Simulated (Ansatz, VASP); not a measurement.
**LaTl in VASP and in Ansatz**

```
La Tl
1.0
     3.93600    0.00000    0.00000
     0.00000    3.93600    0.00000
     0.00000    0.00000    3.93600
La Tl
1 1
Direct
  0.00000 0.00000 0.00000
  0.50000 0.50000 0.50000
```

Alike in both runs: task single point; functional LDA; k mesh 8 × 8 × 8; no spin polarisation.

|  | VASP | Ansatz |
| --- | --- | --- |
| version | VASP 6.6.1 | Ansatz 0.2.0 |
| potentials or method | VASP PAW LDA potentials, release 64 (La, Tl_d) | plane waves, PAW |
| plane-wave cutoff (eV) | 520 | 420 |
| occupations | fermi-dirac, width 0.1 eV | fermi-dirac |
| valence electrons in the cell | 24 | 24 |

```csv
,VASP,Ansatz,Ansatz less VASP
gap on the k mesh at the Fermi level (eV),none,none,-
pressure (GPa),-2.4,-2.4,-0.03
```

A gap of «none» marks a metal or a gap that the smearing closes. Ansatz warned: «pseudo_functional_mismatch».

The runs have no spin-orbit coupling, so splittings on La, Tl are missing.
